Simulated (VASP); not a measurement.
```
MgI2
1.0
    2.16264    -3.74580     0.00000
    2.16264     3.74580     0.00000
    0.00000     0.00000     8.28200
Mg I
1 2
Direct
  0.00000   0.00000   0.00000
  0.33333   0.66667   0.20440
  0.66667   0.33333   0.79560
```

These are RPBE GGA, VASP's PBE PAW potentials (set 64) (plane waves; VASP 6.6.1) values and carry that method's errors. Settings: 520 eV cut-off, 6×6×3 Γ-centred mesh, Gaussian smearing of 0.050 eV, potentials Mg I.

Without a dispersion term in the relaxation, distances and binding between the weakly bound layers, chains or molecules are unreliable, and so is what depends on them.

Problem. The ions and cell shape at fixed volume are relaxed. What does this cell relax into?

Solution. 
```
MgI2
1.0
    2.13699    -3.70137     0.00000
    2.13699     3.70137     0.00000
    0.00000     0.00000     8.48202
Mg I
1 2
Direct
  0.00000   0.00000   0.00000
  0.33333   0.66667   0.19779
  0.66667   0.33333   0.80221
```
Space group P-3m1 (164), at a tolerance of 0.03 Å.

Problem. How much energy does the relaxation gain?

Solution. The energy (σ→0) changes by -3.2 meV/atom, in 7 ionic steps.

| step | E(σ→0) (eV) | max force (eV/Å) | pressure (GPa) | volume (Å³) |
|---|---|---|---|---|
| 1 | -7.1143 | 0.145 | -0.59 | 134.18 |
| 2 | -7.1163 | 0.121 | -0.52 | 134.18 |
| 3 | -7.1207 | 0.048 | -0.29 | 134.18 |
| 4 | -7.1207 | 0.108 | 0.19 | 134.18 |
| 5 | -7.1222 | 0.028 | -0.06 | 134.18 |
| 6 | -7.1237 | 0.011 | 0.00 | 134.18 |
| 7 | -7.1239 | 0.002 | 0.04 | 134.18 |

The compound is MgI2 in the 1T layered structure. This cell is one point of a volume scan, at 1.03 of the reference volume. Symmetry was kept, so distortions that lower it aren't found.
